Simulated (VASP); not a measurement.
An input for Ansatz (written as the equivalent of a VASP run, and not itself run):

Ansatz 0.2 input:
```yaml
crystal:
  lattice:
    - [0.0000000, 3.3283108, 3.3283108]
    - [3.3283108, 0.0000000, 3.3283108]
    - [3.3283108, 3.3283108, 0.0000000]
  atoms:
    - { symbol: Pd, position: [0.0000000, 0.0000000, 0.0000000] }
    - { symbol: Te, position: [0.2500000, 0.2500000, 0.2500000] }
    - { symbol: Te, position: [0.7500000, 0.7500000, 0.7500000] }
kpoints:
  mp_grid: { grid: [7, 7, 7] }
hamiltonian:
  xc: pbesol
  pseudopotentials: { kind: paw }
scf:
  occupations: { method: methfessel_paxton, width: 0.1 }
  max_iter: 100
relax:
  max_steps: 60
  f_tol: 0.02
  cell: {}
output: { forces: true, stress: true, eigenvalues: true }
```

### Question
Write the VASP files for the same calculation (PBEsol).

### Answer
One answer among several that fit: 
### INCAR
```
SYSTEM = Te2Pd
PREC = Accurate
ENCUT = 400
EDIFF = 1E-6
NELM = 100
ALGO = Normal
LREAL = .FALSE.
LASPH = .TRUE.
ISMEAR = 1
SIGMA = 0.1
GGA = PS
LMAXMIX = 4
LWAVE = .FALSE.
LCHARG = .FALSE.
IBRION = 2
ISIF = 3
NSW = 60
EDIFFG = -0.02
```

POSCAR:
```
Te2Pd
1
    0.0000000000     3.3283107609     3.3283107609
    3.3283107609     0.0000000000     3.3283107609
    3.3283107609     3.3283107609    -0.0000000000
Pd Te
1 2
Direct
  0.0000000000   0.0000000000   0.0000000000
  0.2500000000   0.2500000000   0.2500000000
  0.7500000000   0.7500000000   0.7500000000
```

File KPOINTS:
```
kpoints
0
gamma
  7 7 7
0 0 0
```

POTCAR, in this order: Pd Te (PBE.64 set). Program: vasp_std.

What does not carry over: each code has its own PAW files, so the cut-off isn't converted (ENCUT is set for VASP's; basis.ecutwfc is left out, and Ansatz then takes the one that its files recommend); Ansatz stops its SCF on the density residual and VASP on the energy change (EDIFF).

The structure was generated: Te2Pd was put into the fluorite type (Fm-3m), which need not be its known phase. This run relaxes it. Symmetry was kept, so distortions that lower it aren't found. The start is the result of an earlier pass.
